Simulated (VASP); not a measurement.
MgTi2N2:

```xyz
5
Lattice="-1.8500 1.8500 4.6000 1.8500 -1.8500 4.6000 1.8500 1.8500 -4.6000" Properties=species:S:1:pos:R:3 pbc="T T T"
Mg    0.0000    0.0000    0.0000
Ti    1.8500    0.0000    2.3000
Ti    0.0000    1.8500    2.3000
N     0.0000    0.0000    3.3120
N     0.0000    0.0000    5.8880
```

The cell was built by a generator and needn't be a form met in nature.

```yaml
Program: VASP 6.6.1
Task: relaxation of cell and atoms
Functional: PBE
Potentials_or_basis: VASP PAW PBE potentials, release 64 (Mg, Ti_sv, N)
Cutoff: 520 eV
k_mesh: 5 × 5 × 5
Occupations: gaussian, width 0.15 eV
Spin: no spin polarisation
```

At the start: pressure 2.8 GPa; volume 12.59 Å³/atom.

Question: Where does the relaxation end?

Answer: Over 19 steps the energy falls by 300.5 meV/atom and the volume is 15.73 Å³/atom (+24.9 %); space group I4/mmm (No. 139, to 0.05 Å).

Step by step:
```csv
step,energy change (eV),largest force (eV/Å),pressure (GPa),volume (Å³)
1,0.0000,2.0638,2.80,62.97
2,-0.4848,1.3039,4.71,64.95
3,-0.7645,0.5711,8.53,67.26
4,-0.7966,0.2329,10.98,68.23
5,-1.0522,0.6803,3.29,73.18
6,-1.1497,1.2260,-5.75,81.18
7,-1.1572,1.1306,-3.57,78.99
8,-1.2585,0.8893,-3.27,80.13
9,-1.3649,0.6895,-3.07,81.87
10,-1.4247,0.0519,-4.00,85.41
11,-1.4361,0.2367,-3.71,84.39
12,-1.4479,0.2019,2.43,80.37
13,-1.4638,0.0016,-0.17,82.14
14,-1.4640,0.0175,0.06,82.02
15,-1.4794,0.0106,-0.09,81.31
16,-1.5015,0.0999,0.42,79.14
17,-1.5018,0.1028,0.04,78.89
18,-1.5018,0.1027,-0.15,78.95
19,-1.5023,0.0451,0.35,78.65
```

Final structure:
```yaml
crystal:
  lattice:
    - [-1.96274, 1.96274, 5.10389]
    - [1.96274, -1.96274, 5.10389]
    - [1.96274, 1.96274, -5.10389]
  atoms:
    - { symbol: Mg, position: [0.00000, 0.00000, 0.00000] }
    - { symbol: Ti, position: [0.25000, 0.75000, 0.50000] }
    - { symbol: Ti, position: [0.75000, 0.25000, 0.50000] }
    - { symbol: N, position: [0.29325, 0.29325, 0.00000] }
    - { symbol: N, position: [0.70675, 0.70675, 0.00000] }
```

Caveat: the k mesh is coarse (spacing up to 0.48 Å⁻¹), so the values aren't converged; the volume moved by over 15 % at a fixed basis, so the end points are rough.
